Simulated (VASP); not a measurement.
Method: r2SCAN meta-GGA, VASP's PBE PAW potentials (set 64) (plane waves; VASP).

A VASP calculation is set up with these files.

File KPOINTS:
```
Automatic mesh
0
Gamma
11 11 11
0 0 0
```

POSCAR:
```
CuZn
1
    2.9500000000     0.0000000000     0.0000000000
    0.0000000000     2.9500000000     0.0000000000
    0.0000000000     0.0000000000     2.9500000000
Zn Cu
1 1
Direct
  0.5000000000   0.5000000000   0.5000000000
  0.0000000000   0.0000000000   0.0000000000
```

**INCAR**
```
ALGO=Normal
EDIFF=1E-6
EDIFFG=-0.01
ENCUT=520
IBRION=2
ISIF=3
ISMEAR=1
LASPH=.TRUE.
LCHARG=.FALSE.
LMAXMIX=4
LMIXTAU=.TRUE.
LREAL=.FALSE.
LWAVE=.FALSE.
METAGGA=R2SCAN
NELM=100
NSW=60
PREC=Accurate
SIGMA=0.1
SYSTEM=CuZn
```

POTCAR, in this order: Zn Cu (PBE.64 set). Program: vasp_std.

Question: What will the output report for the number of irreducible k-points (NKPTS), largest plane-wave count, number of space-group operations, FFT grid (NGX, NGY, NGZ)?

Answer: 
- number of irreducible k-points (NKPTS): 56
- largest plane-wave count: 739
- number of space-group operations: 48
- FFT grid (NGX, NGY, NGZ): 24 × 24 × 24

The compound is CuZn in the CsCl type structure. This run relaxes it. Symmetry was kept, so distortions that lower it aren't found. The electron count is odd and the run is not spin-polarised, which forces a metal.
